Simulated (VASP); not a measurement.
CsLi2: single point with PBE

Crystal: CsLi2.

```
CELL_PARAMETERS angstrom
3.96633 0.00000 0.00000
-1.98317 3.43495 0.00000
0.00000 0.00000 10.02838
ATOMIC_POSITIONS crystal
Cs 0.00000 0.00000 0.00000
Li 0.33333 0.66667 0.34863
Li 0.33333 0.66667 0.65137
```

The cell was built by a generator and needn't be a form met in nature.

```
Program                : VASP 6.6.1
Task                   : single point
Functional             : PBE
Potentials or basis    : VASP PAW PBE potentials, release 64 (Cs_sv, Li_sv)
Cutoff                 : 520 eV
k mesh                 : 8 × 8 × 3
Occupations            : fermi-dirac, width 0.05 eV
Spin                   : no spin polarisation
Further INCAR settings : ALGO = Normal; EDIFF = 1e-07; NBANDS = 14
```

- Largest force: 0.008 eV/Å
- Band gap on the k mesh: none (metal or under the smearing width)

Forces on the atoms (eV/Å):
```
Cs   0.000  0.000  0.000
Li   0.000  0.000  0.008
Li   0.000  0.000 -0.008
```

Levels at points of the mesh, in eV from the Fermi level:
```
           k point  band 4  band 5  band 6  band 7  band 8  band 9  band 10  band 11  band 12  band 13
(0.00, 0.00, 0.00)  -10.69  -10.03  -10.03   -2.35   -0.85   -0.66     1.05     3.20     3.20     4.10
(0.50, 0.00, 0.00)  -11.59  -10.39  -10.37   -0.14    0.12    0.51     1.01     1.77     2.53     3.62
(0.50, 0.50, 0.00)  -11.59  -10.39  -10.37   -0.14    0.12    0.51     1.01     1.77     2.53     3.62
```

Run time: 73 s on 1 thread of Intel(R) Xeon(R) Platinum 8488C (Sapphire Rapids), on a shared host, peak memory 0.28 GiB.

 The run has no spin-orbit coupling, so splittings on Cs are missing.
